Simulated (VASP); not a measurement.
**FeCuSO: single point with PBE**

The system is FeCuSO.

```xyz
8
Lattice="3.8310 0.0000 0.0000 0.0000 3.8310 0.0000 0.0000 0.0000 8.6656" Properties=species:S:1:pos:R:3 pbc="T T T"
Cu    2.8732    0.9577    4.3328
Cu    0.9577    2.8732    4.3328
S     0.9577    0.9577    2.9827
S     2.8732    2.8732    5.6829
Fe    0.9577    2.8732    0.0000
Fe    2.8732    0.9577    0.0000
O     0.9577    0.9577    8.0208
O     2.8732    2.8732    0.6447
```

```
Program             : VASP 6.6.1
Task                : single point
Functional          : PBE
Potentials or basis : VASP PAW PBE potentials, release 64 (Cu, S, Fe, O)
Cutoff              : 520 eV
k mesh              : 8 × 8 × 3
Occupations         : fermi-dirac, width 0.1 eV
Spin                : no spin polarisation
```

```yaml
Pressure: -10.3 GPa
Largest_force: 0.937 eV/Å
Band_gap_on_the_k_mesh: none (metal or under the smearing width)
```

Forces on the atoms (eV/Å):
```
Cu   0.000  0.000  0.000
Cu   0.000  0.000  0.000
S    0.000  0.000  0.148
S    0.000  0.000 -0.148
Fe   0.000  0.000  0.000
Fe   0.000  0.000  0.000
O    0.000  0.000  0.937
O    0.000  0.000 -0.937
```

Stress tensor (GPa, compression positive):
```
-13.26   0.00   0.00
  0.00 -13.26   0.00
  0.00   0.00  -4.50
```

Levels at points of the mesh, in eV from the Fermi level:
```csv
k point,band 26,band 27,band 28,band 29,band 30,band 31,band 32,band 33,band 34,band 35
"(0.00, 0.00, 0.00)",-0.21,-0.04,-0.02,-0.02,0.14,0.14,0.33,0.33,0.64,0.64
"(0.50, 0.00, 0.00)",-1.00,-0.20,-0.20,0.00,0.00,0.04,0.04,0.56,0.56,0.75
"(0.50, 0.50, 0.00)",-1.28,-0.60,-0.60,-0.59,-0.59,-0.23,-0.23,-0.13,-0.13,0.88
```

Run time: 4.1 min on 1 thread of Intel(R) Xeon(R) Platinum 8259CL CPU @ 2.50GHz (Skylake/Cascade Lake), on a shared host, peak memory 0.31 GiB.

Caveat: the run has no spin polarisation, though such a crystal can be magnetic; semilocal functionals often make such compounds metallic where correlation or magnetic order opens a gap, which also shifts bond lengths. Spin polarisation is off, so any magnetic state and its effect on volume and gap are missing.
